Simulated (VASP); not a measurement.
An input for Ansatz (written as the equivalent of a VASP run, and not itself run):

Ansatz 0.2 input:
```yaml
crystal:
  lattice:
    - [3.1499730, 0.0000000, 0.0000000]
    - [-1.5749870, 2.7279570, 0.0000000]
    - [0.0000000, 0.0000000, 10.3122040]
  atoms:
    - { symbol: Zn, position: [0.0000000, 0.0000000, 0.0000000] }
    - { symbol: Zn, position: [0.0000000, 0.0000000, 0.5000000] }
    - { symbol: Zn, position: [0.6666670, 0.3333330, 0.7501800] }
    - { symbol: Zn, position: [0.3333330, 0.6666670, 0.2501800] }
    - { symbol: O, position: [0.0000000, 0.0000000, 0.8121600] }
    - { symbol: O, position: [0.0000000, 0.0000000, 0.3121600] }
    - { symbol: O, position: [0.6666670, 0.3333330, 0.5632900] }
    - { symbol: O, position: [0.3333330, 0.6666670, 0.0632900] }
kpoints:
  mp_grid: { grid: [10, 10, 3] }
hamiltonian:
  xc: pbe
  pseudopotentials: { kind: paw }
scf:
  occupations: { method: methfessel_paxton, width: 0.3 }
  max_iter: 100
output: { forces: true, stress: true, eigenvalues: true }
```

Q: Translate this input to VASP (INCAR, KPOINTS, POSCAR, choice of POTCAR).

A: Several could match; the one computed here: 
**POSCAR**
```
ZnO
1.0
  3.1499730000   0.0000000000   0.0000000000
 -1.5749870000   2.7279570000   0.0000000000
  0.0000000000   0.0000000000  10.3122040000
Zn O
4 4
direct
  0.0000000000   0.0000000000   0.0000000000
  0.0000000000   0.0000000000   0.5000000000
  0.6666670000   0.3333330000   0.7501800000
  0.3333330000   0.6666670000   0.2501800000
  0.0000000000   0.0000000000   0.8121600000
  0.0000000000   0.0000000000   0.3121600000
  0.6666670000   0.3333330000   0.5632900000
  0.3333330000   0.6666670000   0.0632900000
```

### KPOINTS
```
Regular mesh
0
G
10 10 3
```

INCAR:
```
ALGO=Normal
EDIFF=1E-6
ENCUT=400
GGA=PE
ISIF=2
ISMEAR=1
LASPH=.True.
LCHARG=.False.
LMAXMIX=4
LREAL=.False.
LWAVE=.False.
NELM=100
PREC=Accurate
SIGMA=0.3
SYSTEM=ZnO
```

POTCAR, in this order: Zn O (PBE.64 set). Program: vasp_std.

The two are equivalent in intent, not identical: each code has its own PAW files, so the cut-off isn't converted (ENCUT is set for VASP's; basis.ecutwfc is left out, and Ansatz then takes the one that its files recommend); Ansatz stops its SCF on the density residual and VASP on the energy change (EDIFF).

The structure was generated: ZnO was put into an ordered model structure, which need not be its known phase. The cell was not relaxed at this level. The run is one of a series of settings (ISMEAR = 1, SIGMA = 0.3 against the base run), some of them coarse on purpose.
